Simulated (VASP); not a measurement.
Calculation: PBEsol GGA, VASP's PBE PAW potentials (set 64) (plane waves; VASP 6.6.1).

VASP ran on this input.

**POSCAR**
```
NiAl
1.0
  0.0000000000   2.4007246343   2.4007246343
  2.4007246343   0.0000000000   2.4007246343
  2.4007246343   2.4007246343   0.0000000000
Ni Al
1 1
Cartesian
  0.0000000000   0.0000000000   0.0000000000
  2.4007246343   2.4007246343   2.4007246343
```

INCAR:
```
NSW = 60   ! most ionic steps
EDIFF = 1E-6   ! SCF stop (eV)
ISIF = 3
LWAVE = .FALSE.
ALGO = Normal   ! blocked Davidson
LCHARG = .FALSE.
NELM = 100   ! most electronic steps
PREC = Accurate
GGA = PS
LREAL = .FALSE.
LASPH = .TRUE.   ! aspherical one-centre terms
LMAXMIX = 4
SIGMA = 0.1   ! width (eV)
EDIFFG = -0.01   ! ionic stop
IBRION = 2
ISMEAR = 1   ! Methfessel-Paxton
SYSTEM = NiAl
ENCUT = 400   ! plane-wave cut-off (eV)
```

### KPOINTS
```
Automatic mesh
0
Gamma
12 12 12
0 0 0
```

POTCAR, in this order: Ni Al (PBE.64 set). Program: vasp_std.

Output of the run:

**OSZICAR**
```
       N       E                     dE             d eps       ncg     rms          rms(c)
DAV:   1     0.339458269923E+02    0.33946E+02   -0.47285E+03  1448   0.106E+03
DAV:   2    -0.102854812215E+02   -0.44231E+02   -0.42148E+02  1450   0.186E+02
DAV:   3    -0.112944449776E+02   -0.10090E+01   -0.99770E+00  1670   0.365E+01
DAV:   4    -0.113115197861E+02   -0.17075E-01   -0.17067E-01  1700   0.441E+00
DAV:   5    -0.113120635694E+02   -0.54378E-03   -0.54377E-03  1666   0.791E-01    0.104E+01
DAV:   6    -0.132336915230E+02   -0.19216E+01   -0.49127E+01  1560   0.120E+02    0.143E+01
DAV:   7    -0.102697460761E+02    0.29639E+01   -0.13710E+01  1578   0.728E+01    0.135E+00
DAV:   8    -0.102566503012E+02    0.13096E-01   -0.41653E-01  1918   0.804E+00    0.944E-01
DAV:   9    -0.102472966507E+02    0.93537E-02   -0.36863E-02  1728   0.305E+00    0.225E-01
DAV:  10    -0.102466378571E+02    0.65879E-03   -0.29910E-03  1772   0.862E-01    0.610E-02
DAV:  11    -0.102466411301E+02   -0.32730E-05   -0.56222E-05  1592   0.671E-02    0.206E-02
DAV:  12    -0.102466399794E+02    0.11507E-05   -0.96599E-06  1548   0.534E-02    0.350E-03
DAV:  13    -0.102466398767E+02    0.10265E-06   -0.26868E-07   818   0.867E-03
   1 F= -.10246640E+02 E0= -.10246736E+02  d E =-.102466E+02
       N       E                     dE             d eps       ncg     rms          rms(c)
DAV:   1    -0.102503534411E+02   -0.37135E-02   -0.45522E-02  1542   0.395E+00    0.571E-01
DAV:   2    -0.102564710813E+02   -0.61176E-02   -0.15250E-01  1582   0.650E+00    0.829E-01
DAV:   3    -0.102467620149E+02    0.97091E-02   -0.64465E-02  1572   0.433E+00    0.737E-02
DAV:   4    -0.102467043049E+02    0.57710E-04   -0.35476E-04  1472   0.161E-01    0.239E-02
DAV:   5    -0.102466991553E+02    0.51496E-05   -0.34906E-05  1890   0.868E-02    0.453E-03
DAV:   6    -0.102466990972E+02    0.58067E-07   -0.89112E-07   854   0.952E-03
   2 F= -.10246699E+02 E0= -.10246796E+02  d E =-.592205E-04
       N       E                     dE             d eps       ncg     rms          rms(c)
DAV:   1    -0.102469743527E+02   -0.27520E-03   -0.32643E-03  1542   0.106E+00    0.153E-01
DAV:   2    -0.102474062069E+02   -0.43185E-03   -0.10888E-02  1600   0.174E+00    0.223E-01
DAV:   3    -0.102467146279E+02    0.69158E-03   -0.47123E-03  1576   0.116E+00    0.214E-02
DAV:   4    -0.102467092843E+02    0.53436E-05   -0.26945E-05  1478   0.513E-02    0.457E-03
DAV:   5    -0.102467091156E+02    0.16864E-06   -0.14299E-06   756   0.187E-02
   3 F= -.10246709E+02 E0= -.10246806E+02  d E =-.692389E-04
```

File OUTCAR:
```
------------------------ aborting loop because EDIFF is reached ----------------------------------------
  FORCE on cell =-STRESS in cart. coord.  units (eV):
  Direction    XX          YY          ZZ          XY          YZ          ZX
  --------------------------------------------------------------------------------------
  Total        0.0011362      0.0011362      0.0011362      0.0000000     -0.0000000      0.0000000
  in kB        0.0659528      0.0659528      0.0659528      0.0000000     -0.0000000      0.0000000
  external PRESSURE =       0.0659528 kB  Pullay stress =       0.0000000 kB
  volume of cell :       27.60
      direct lattice vectors                 reciprocal lattice vectors
    -0.000000000  2.398648356  2.398648356    -0.208450730  0.208450730  0.208450730
     2.398648356 -0.000000000  2.398648356     0.208450730 -0.208450730  0.208450730
     2.398648356  2.398648356  0.000000000     0.208450730  0.208450730 -0.208450730
 POSITION                                       TOTAL-FORCE (eV/Angst)
 -----------------------------------------------------------------------------------
      0.00000      0.00000      0.00000         0.000000      0.000000      0.000000
      2.39865      2.39865      2.39865        -0.000000     -0.000000     -0.000000
 -----------------------------------------------------------------------------------
    total drift:                               -0.000000     -0.000000     -0.000000
  FREE ENERGIE OF THE ION-ELECTRON SYSTEM (eV)
  ---------------------------------------------------
  free  energy   TOTEN  =       -10.2467091156 eV

  energy  without entropy=      -10.2469998841  energy(sigma->0) =      -10.24680604

 reached required accuracy - stopping structural energy minimisation
```
(Selected blocks of OUTCAR.)

### CONTCAR
```
NiAl
   1.00000000000000
    -0.0000000000000000    2.3986483561003542    2.3986483561003542
     2.3986483561003542   -0.0000000000000000    2.3986483561003542
     2.3986483561003542    2.3986483561003542    0.0000000000000000
  Ni              Al
     1     1
Direct
     0.0000000000000000    0.0000000000000000    0.0000000000000000
     0.5000000000000000    0.5000000000000000    0.5000000000000000
```

The structure was generated: NiAl was put into the rock salt type (Fm-3m), which need not be its known phase. This run relaxes it. Symmetry was kept, so distortions that lower it aren't found. The start is the result of an earlier pass. The run is not spin-polarised, so no magnetic state was tried. The electron count is odd and the run is not spin-polarised, which forces a metal.
